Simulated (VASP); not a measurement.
OSZICAR of a VASP run on TiO2 (rutile):

### OSZICAR
```
       N       E                     dE             d eps       ncg     rms          rms(c)
DAV:   1     0.724183966660E+03    0.72418E+03   -0.28006E+04  1680   0.232E+03
DAV:   2     0.617999041549E+02   -0.66238E+03   -0.64110E+03  1716   0.630E+02
DAV:   3    -0.683874233717E+02   -0.13019E+03   -0.12537E+03  2704   0.229E+02
DAV:   4    -0.745907964932E+02   -0.62034E+01   -0.61946E+01  2276   0.541E+01
DAV:   5    -0.748188457569E+02   -0.22805E+00   -0.22799E+00  2364   0.928E+00    0.361E+01
DAV:   6    -0.588492648441E+02    0.15970E+02   -0.10779E+02  2052   0.108E+02    0.125E+01
DAV:   7    -0.586238378362E+02    0.22543E+00   -0.13431E+01  2204   0.306E+01    0.916E+00
DAV:   8    -0.586453850126E+02   -0.21547E-01   -0.26489E+00  2104   0.162E+01    0.333E+00
DAV:   9    -0.585378539341E+02    0.10753E+00   -0.12115E+00  2152   0.108E+01    0.122E+00
DAV:  10    -0.585396327279E+02   -0.17788E-02   -0.10323E-01  2096   0.258E+00    0.256E-01
DAV:  11    -0.585392080982E+02    0.42463E-03   -0.97269E-03  2232   0.772E-01    0.625E-02
DAV:  12    -0.585392316661E+02   -0.23568E-04   -0.58740E-04  2228   0.237E-01    0.508E-02
DAV:  13    -0.585392220520E+02    0.96141E-05   -0.13997E-04  2380   0.940E-02    0.948E-03
DAV:  14    -0.585392214737E+02    0.57831E-06   -0.66969E-06  1964   0.231E-02
   1 F= -.47966330E+02 E0= -.47966330E+02  d E =-.479663E+02
       N       E                     dE             d eps       ncg     rms          rms(c)
DAV:   1    -0.596924146282E+02   -0.11532E+01   -0.72940E+01  2144   0.982E+01    0.155E+01
DAV:   2    -0.578429699709E+02    0.18494E+01   -0.80450E+00  2188   0.280E+01    0.649E+00
DAV:   3    -0.573829171756E+02    0.46005E+00   -0.30035E+00  2224   0.148E+01    0.168E+00
DAV:   4    -0.574285225083E+02   -0.45605E-01   -0.62102E-01  2104   0.548E+00    0.689E-01
DAV:   5    -0.574592168425E+02   -0.30694E-01   -0.49062E-02  2404   0.149E+00    0.689E-01
DAV:   6    -0.574720387518E+02   -0.12822E-01   -0.28273E-02  2144   0.956E-01    0.367E-01
DAV:   7    -0.574766821569E+02   -0.46434E-02   -0.10643E-02  2420   0.735E-01    0.907E-02
DAV:   8    -0.574769962028E+02   -0.31405E-03   -0.21049E-03  2504   0.256E-01    0.670E-02
DAV:   9    -0.574770235487E+02   -0.27346E-04   -0.20412E-04  2088   0.128E-01    0.267E-02
DAV:  10    -0.574770192272E+02    0.43215E-05   -0.13422E-05  2056   0.360E-02    0.102E-02
DAV:  11    -0.574770187103E+02    0.51683E-06   -0.24192E-06  1576   0.148E-02
   2 F= -.47780278E+02 E0= -.47780278E+02  d E =0.186052E+00
       N       E                     dE             d eps       ncg     rms          rms(c)
DAV:   1    -0.593021642636E+02   -0.18251E+01   -0.34091E+01  2112   0.722E+01    0.105E+01
DAV:   2    -0.584858222265E+02    0.81634E+00   -0.42755E+00  2000   0.217E+01    0.435E+00
DAV:   3    -0.582694960407E+02    0.21633E+00   -0.15707E+00  1728   0.861E+00    0.948E-01
DAV:   4    -0.582786150069E+02   -0.91190E-02   -0.32780E-01  2280   0.309E+00    0.896E-01
DAV:   5    -0.582861523918E+02   -0.75374E-02   -0.13829E-02  2008   0.118E+00    0.590E-01
DAV:   6    -0.583035454914E+02   -0.17393E-01   -0.31768E-02  2716   0.106E+00    0.222E-01
DAV:   7    -0.583050175698E+02   -0.14721E-02   -0.24331E-03  2000   0.293E-01    0.167E-01
DAV:   8    -0.583057006998E+02   -0.68313E-03   -0.15105E-03  2304   0.329E-01    0.254E-02
DAV:   9    -0.583057502823E+02   -0.49582E-04   -0.22477E-04  2080   0.915E-02    0.233E-02
DAV:  10    -0.583057493770E+02    0.90524E-06   -0.27993E-05  2304   0.377E-02    0.532E-03
DAV:  11    -0.583057492329E+02    0.14410E-06   -0.16582E-06  1296   0.863E-03
   3 F= -.48015620E+02 E0= -.48015620E+02  d E =-.492896E-01
       N       E                     dE             d eps       ncg     rms          rms(c)
DAV:   1    -0.583002510504E+02    0.54983E-02   -0.29461E-03  2160   0.644E-01    0.949E-02
DAV:   2    -0.583001804041E+02    0.70646E-04   -0.34425E-04  2132   0.186E-01    0.397E-02
DAV:   3    -0.583001618929E+02    0.18511E-04   -0.12152E-04  1816   0.819E-02    0.805E-03
DAV:   4    -0.583001634591E+02   -0.15662E-05   -0.26242E-05  1972   0.262E-02    0.726E-03
DAV:   5    -0.583001638771E+02   -0.41802E-06   -0.72145E-07   956   0.962E-03
   4 F= -.48015638E+02 E0= -.48015638E+02  d E =-.493074E-01
       N       E                     dE             d eps       ncg     rms          rms(c)
DAV:   1    -0.582945167296E+02    0.56467E-02   -0.29448E-03  2152   0.652E-01    0.950E-02
DAV:   2    -0.582944441427E+02    0.72587E-04   -0.32813E-04  2108   0.190E-01    0.378E-02
DAV:   3    -0.582944275332E+02    0.16609E-04   -0.12378E-04  1776   0.792E-02    0.774E-03
DAV:   4    -0.582944292970E+02   -0.17638E-05   -0.26981E-05  1876   0.256E-02    0.811E-03
DAV:   5    -0.582944299341E+02   -0.63705E-06   -0.83067E-07   932   0.102E-02
   5 F= -.48015617E+02 E0= -.48015617E+02  d E =-.492867E-01
       N       E                     dE             d eps       ncg     rms          rms(c)
DAV:   1    -0.582879599129E+02    0.64694E-02   -0.88084E-01  1680   0.830E+00    0.575E-01
DAV:   2    -0.582851046164E+02    0.28553E-02   -0.33107E-02  1848   0.173E+00    0.347E-01
DAV:   3    -0.582828398815E+02    0.22647E-02   -0.56842E-03  1840   0.655E-01    0.992E-02
DAV:   4    -0.582827632588E+02    0.76623E-04   -0.11421E-03  2528   0.293E-01    0.487E-02
DAV:   5    -0.582827563427E+02    0.69161E-05   -0.10837E-04  2160   0.107E-01    0.255E-02
DAV:   6    -0.582827560983E+02    0.24435E-06   -0.16762E-05  2300   0.365E-02    0.582E-03
DAV:   7    -0.582827561320E+02   -0.33659E-07   -0.15278E-06  1164   0.128E-02
   6 F= -.48017016E+02 E0= -.48017016E+02  d E =-.139855E-02
       N       E                     dE             d eps       ncg     rms          rms(c)
DAV:   1    -0.582867411987E+02   -0.39851E-02   -0.60479E-02  1680   0.218E+00    0.151E-01
DAV:   2    -0.582865515557E+02    0.18964E-03   -0.23045E-03  1856   0.456E-01    0.911E-02
DAV:   3    -0.582863973548E+02    0.15420E-03   -0.40038E-04  1868   0.172E-01    0.278E-02
DAV:   4    -0.582863899718E+02    0.73830E-05   -0.81816E-05  2544   0.811E-02    0.126E-02
DAV:   5    -0.582863895018E+02    0.46999E-06   -0.80854E-06  2032   0.287E-02
   7 F= -.48017209E+02 E0= -.48017209E+02  d E =-.159196E-02
       N       E                     dE             d eps       ncg     rms          rms(c)
DAV:   1    -0.583041510062E+02   -0.17761E-01   -0.41903E-02  2012   0.240E+00    0.288E-01
DAV:   2    -0.583035851299E+02    0.56588E-03   -0.38478E-03  1912   0.626E-01    0.138E-01
DAV:   3    -0.583033672009E+02    0.21793E-03   -0.13897E-03  1948   0.305E-01    0.364E-02
DAV:   4    -0.583033792238E+02   -0.12023E-04   -0.29839E-04  2148   0.109E-01    0.242E-02
DAV:   5    -0.583033830742E+02   -0.38504E-05   -0.11569E-05  1996   0.292E-02    0.183E-02
DAV:   6    -0.583033949773E+02   -0.11903E-04   -0.25831E-05  2460   0.320E-02    0.797E-03
DAV:   7    -0.583033956939E+02   -0.71662E-06   -0.73620E-06  1804   0.168E-02
   8 F= -.48017263E+02 E0= -.48017263E+02  d E =-.543449E-04
       N       E                     dE             d eps       ncg     rms          rms(c)
DAV:   1    -0.582972246702E+02    0.61703E-02   -0.58013E-03  2036   0.887E-01    0.107E-01
DAV:   2    -0.582971448286E+02    0.79842E-04   -0.53341E-04  1900   0.231E-01    0.513E-02
DAV:   3    -0.582971145633E+02    0.30265E-04   -0.19477E-04  1952   0.113E-01    0.136E-02
DAV:   4    -0.582971161266E+02   -0.15633E-05   -0.40503E-05  2164   0.402E-02    0.892E-03
DAV:   5    -0.582971166161E+02   -0.48951E-06   -0.13152E-06  1196   0.107E-02
   9 F= -.48017300E+02 E0= -.48017300E+02  d E =-.912805E-04
```

Q: Which electronic solver shows in the log?

A: It is blocked Davidson (ALGO = Normal, or the opening steps of other solvers). The INCAR had ALGO = Normal.

Q: Can the final energy be trusted as converged?

A: The run converged. It stopped with EDIFF = 1E-6, NELM = 100, NSW = 40 and EDIFFG = -0.02 after 9 ionic steps (LDA (Ceperley-Alder, Perdew-Zunger), plane waves, VASP's LDA PAW potentials (set 64)). Energy and stress use the plane-wave basis of the starting cell.

The compound is TiO2 in the rutile structure. This run relaxes it under an external pressure of 30 GPa. Symmetry was kept, so distortions that lower it aren't found.
